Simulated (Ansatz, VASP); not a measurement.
# Cross-check of Zn between VASP and Ansatz, part 2 of 2

Aim: how closely do two programs agree when they are given the same cell, functional and k mesh? The structure shown is frame 250 of Ansatz's trajectory.

VASP 6.6.1 and Ansatz 0.2.0.

So far: The starting structure; Ansatz: dynamics, PBEsol.

## Step 3: VASP: single point, PBEsol

Level of this step: PBEsol; plane waves and PAW (Zn) (VASP).

The same cell, functional, mesh and smearing now go to VASP, with its own data sets.

Lines of VASP's logs that name or quote its potential files are left out, and so is its time.

File INCAR:

```
SYSTEM = Zn
PREC = Accurate
ENCUT = 400
EDIFF = 1E-06
NELM = 120
ISMEAR = -1
SIGMA = 0.062
LREAL = Auto
ALGO = Normal
GGA = PS
NBANDS = 336
LORBIT = 11
LWAVE = .FALSE.
LCHARG = .FALSE.
ISIF = 2
LASPH = .TRUE.
GGA_COMPAT = .FALSE.
EFERMI = MIDGAP
NCORE = 2
```

File POSCAR:

```
Zn
1.0
    9.2567000000      0.0000000000      0.0000000000
    0.0000000000      9.2567000000      0.0000000000
    0.0000000000      0.0000000000      9.2567000000
Zn
48
Direct
    0.6497888016      0.9531042380      0.2853608737
    0.9248544298      0.2236974300      0.4764873011
    0.8300474251      0.4843086629      0.5512439638
    0.2208022297      0.8543109315      0.3965560081
    0.4014065488      0.8268389383      0.1200211739
    0.4162174425      0.0710620415      0.2370823296
    0.3497466700      0.3328508000      0.6084349714
    0.1100716238      0.5209523912      0.0077457409
    0.9805006104      0.7003467758      0.4555727203
    0.2663368155      0.2483822529      0.1093046118
    0.7962664881      0.1815549818      0.7070122182
    0.4642799270      0.7136560545      0.8631585770
    0.1092181879      0.4337722947      0.5288601770
    0.0242310975      0.5921872806      0.7220391716
    0.4428684088      0.3222962827      0.9212678384
    0.6292523253      0.4413992027      0.7336523815
    0.3470891354      0.8861041192      0.7023129193
    0.8531874210      0.4084608986      0.8755928139
    0.1853468299      0.1148789525      0.8761869781
    0.8188771376      0.6977216503      0.2348569145
    0.1129128091      0.0434280035      0.6430585414
    0.5797422408      0.6050860458      0.2642302332
    0.3033478453      0.5269156395      0.7766482656
    0.9923838949      0.0050882064      0.3916946644
    0.1192757678      0.3328832089      0.7821685914
    0.6571996500      0.8102779608      0.0475547441
    0.8366696555      0.9413181803      0.8047468320
    0.1633411475      0.7866410276      0.9218620027
    0.8937742392      0.9426361446      0.0936834941
    0.1498158091      0.4170816814      0.2684325948
    0.6320070868      0.1949074724      0.5253708125
    0.1919798632      0.1834130954      0.4117774153
    0.0871692936      0.7110741409      0.1811336653
    0.7200514222      0.7299469573      0.4914386336
    0.7392915402      0.6798751175      0.7597307896
    0.3598258559      0.5693281623      0.0672269815
    0.8618730217      0.4329620707      0.1607916428
    0.9678179049      0.1902837944      0.0102412307
    0.8072315188      0.1704927242      0.2182743310
    0.4810569641      0.7727915996      0.4446076896
    0.6180172200      0.9244223103      0.6576317694
    0.3045685828      0.6272213640      0.3473592101
    0.1560059200      0.9983039312      0.1256711355
    0.4124363974      0.0292220770      0.4965916579
    0.9086607538      0.6925146110      0.9505655363
    0.6299005045      0.5212008599      0.9761578100
    0.7287478259      0.3727354241      0.3616407575
    0.4409022654      0.3080039323      0.3680361252
```

File KPOINTS:

```
Automatic mesh
0
Gamma
1 1 1
0 0 0
```

The projector-augmented-wave data sets are Zn (PBE family, release 64).

Launch:

```sh
$ mpirun -np 8 vasp_gam
```

Numbers of over 12 decimals in the logs are rounded to 6 here.

Output:

```text
[banner, memory and clock lines left out]
running    8 mpi-ranks, on    1 nodes
[...]
|                                                                             |
|               ----> ADVICE to this user running VASP <----                  |
|                                                                             |
|     You enforced a specific xc type in the INCAR file but a different       |
|     [... a line on the potential file left out ...]
|     I HOPE YOU KNOW WHAT YOU ARE DOING!                                     |
|                                                                             |

 LDA part: xc-table for (Slater+PW92), standard interpolation
 POSCAR, INCAR and KPOINTS ok, starting setup
[...]
entering main loop
       N       E                     dE             d eps       ncg     rms          rms(c)
DAV:   1     0.623974575178E+04    0.62397E+04   -0.23812E+05   672   0.260E+03
DAV:   2     0.955080124333E+03   -0.52847E+04   -0.51681E+04   672   0.657E+02
DAV:   3     0.239567647640E+02   -0.93112E+03   -0.88202E+03   680   0.214E+02
DAV:   4    -0.603070459392E+02   -0.84264E+02   -0.77449E+02   720   0.688E+01
[...]
DAV:  15    -0.545820565911E+02    0.41420E-05   -0.67509E-05   720   0.834E-02    0.975E-03
DAV:  16    -0.545820602783E+02   -0.36873E-05   -0.51900E-05   696   0.449E-02    0.113E-02
DAV:  17    -0.545820601782E+02    0.10009E-06   -0.69757E-06   680   0.201E-02
   1 F= -.54582060E+02 E0= -.54454338E+02  d E =-.255443E+00
```

Parts of OUTCAR (step 3):

```text
  Total       11.1338101     12.3504143     13.9322116      0.8367459      0.1304848     -3.1337530
  in kB       22.4898121     24.9472995     28.1424613      1.6901903      0.2635736     -6.3300447
  external PRESSURE =      25.1931909 kB  Pullay stress =       0.0000000 kB

 POSITION                                       TOTAL-FORCE (eV/Angst)
 -----------------------------------------------------------------------------------
      6.01490      8.82260      2.64150         0.102211     -0.330921      0.091850
      8.56110      2.07070      4.41070         0.027871      1.497832      0.422714
      7.68350      4.48310      5.10270         0.991814      0.750056      1.607108
      2.04390      7.90810      3.67080        -0.430666      1.325046     -0.078491
      3.71570      7.65380      1.11100        -0.190070      0.326911      0.202889
      3.85280      0.65780      2.19460        -0.618191     -0.332371     -0.399691
      3.23750      3.08110      5.63210         0.393831     -0.394315      0.364542
      1.01890      4.82230      0.07170        -0.385559     -1.015355     -0.812576
      9.07620      6.48290      4.21710         0.520387      0.011945     -0.108880
      2.46540      2.29920      1.01180        -0.187908     -0.078061     -0.187100
      7.37080      1.68060      6.54460         0.638452     -0.048422      1.181429
      4.29770      6.60610      7.99000         0.468740      0.309711      0.288201
      1.01100      4.01530      4.89550        -0.030700      0.026605     -0.231276
      0.22430      5.48170      6.68370        -0.282658      0.085989      0.557554
[...]
-----------------------------------------------------------------------------------
    total drift:                                0.000126      0.004917     -0.025814

  FREE ENERGIE OF THE ION-ELECTRON SYSTEM (eV)
  ---------------------------------------------------
  free  energy   TOTEN  =       -54.5820601782 eV

  energy  without entropy=      -54.3266168035  energy(sigma->0) =      -54.45433849

[... 3 further parts left out ...]
[key lines of the parts left out:]
E-fermi :   2.2165
```

The run ends at a pressure of 2.52 GPa, with forces up to 2.1 eV/Å.

## Step 4: Differences

Known differences besides the potentials themselves: the cutoff is 420 eV in Ansatz and 400 eV in VASP (PREC = Accurate, projectors in real space); Ansatz makes its cores anew for this functional, VASP keeps those of its PBE data sets. Total energies have different zeros and are not compared.

Forces on 8 of the 48 atoms, those with the largest forces and the largest differences (eV/Å; atoms numbered as in POSCAR):

```csv
atom,"Ansatz x, y, z","VASP x, y, z"
Zn2,"0.029, 1.478, 0.417","0.028, 1.498, 0.423"
Zn3,"0.974, 0.746, 1.587","0.992, 0.750, 1.607"
Zn11,"0.624, -0.052, 1.152","0.638, -0.048, 1.181"
Zn16,"-0.973, -0.851, -0.604","-0.992, -0.864, -0.626"
Zn19,"0.773, -1.057, 0.629","0.794, -1.080, 0.637"
Zn24,"-0.154, -1.395, -0.940","-0.168, -1.428, -0.954"
Zn37,"0.611, 0.290, -1.489","0.624, 0.296, -1.505"
Zn42,"-0.221, -1.780, -0.999","-0.226, -1.822, -0.998"
```

The forces differ by 11 meV/Å r.m.s., which is 2.0 % of the r.m.s. force of 0.566 eV/Å (both taken over all components).

## Step 5: Summary of results

- r.m.s. force difference (single point, PBEsol): 2.0 % of the r.m.s. force

In words: The r.m.s. force difference is 2.0 % of the r.m.s. force (single point, PBEsol), within the 3 % picked in this series as the mark of a large difference. 2 further runs of this series are not shown here. How closely two codes agree says nothing of how well the functional describes the real material.

[Lines on the potential files, build, host, timing and source positions are cut from VASP's logs without a mark.]

[Logs are printed without paths, hosts, clocks, repeated set-up lines and the standing remarks that a program may print on its own settings, such as how far it seeks lower states.]

[Hosts, paths, dates, database ids (printed as entryN), source tags and the programs' standing remarks are cut or masked in the printed files.]
